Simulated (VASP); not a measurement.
Energy against volume of Os (hcp). Level of theory: MS2 meta-GGA, VASP's PBE PAW potentials (set 64) (plane waves; VASP). Run with 520 eV cut-off, 15×15×9 Γ-centred mesh, first-order Methfessel-Paxton smearing of 0.10 eV, potentials Os.

Shape and ions are relaxed at each volume.

| V (Å³/atom) | E (eV/atom) |
|---|---|
| 13.396 | 6.09177 |
| 13.810 | 6.07322 |
| 14.224 | 6.08994 |
| 14.639 | 6.13619 |

**Question.** Fit these four points and predict the energy of the run at 12.981 Å³/atom.

**Answer.** A cubic in V^(−2/3), the third-order Birch-Murnaghan form, passes through the four points with V0 = 13.81 Å³/atom and B0 = 454 GPa, and gives 6.1528 eV/atom there. The run gave 6.1524 eV/atom, -0.4 meV/atom from the fit; all five points give B0 = 454 GPa.

The compound is Os in the hcp structure. It was relaxed first.
